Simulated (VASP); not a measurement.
Energy against volume of BaHfO3 (cubic perovskite). Level of theory: PBEsol GGA, VASP's PBE PAW potentials (set 64) (plane waves; VASP). Settings: 520 eV cut-off, 6×6×6 Γ-centred mesh, Gaussian smearing of 0.050 eV, potentials Ba_sv Hf_pv O.

```json
[
 {"V (Å³/atom)": "13.485", "E (eV/atom)": "-9.07162"},
 {"V (Å³/atom)": "13.915", "E (eV/atom)": "-9.09584"},
 {"V (Å³/atom)": "14.345", "E (eV/atom)": "-9.10357"},
 {"V (Å³/atom)": "14.776", "E (eV/atom)": "-9.09728"}
]
```

Q: Fit these four points and predict the energy of the run at 15.206 Å³/atom.

A: A cubic in V^(−2/3), the third-order Birch-Murnaghan form, passes through the four points with V0 = 14.36 Å³/atom and B0 = 173 GPa, and gives -9.0791 eV/atom there. The run gave -9.0791 eV/atom, +0.0 meV/atom from the fit; all five points give B0 = 173 GPa.

The compound is BaHfO3 in the cubic perovskite structure. It was relaxed first.
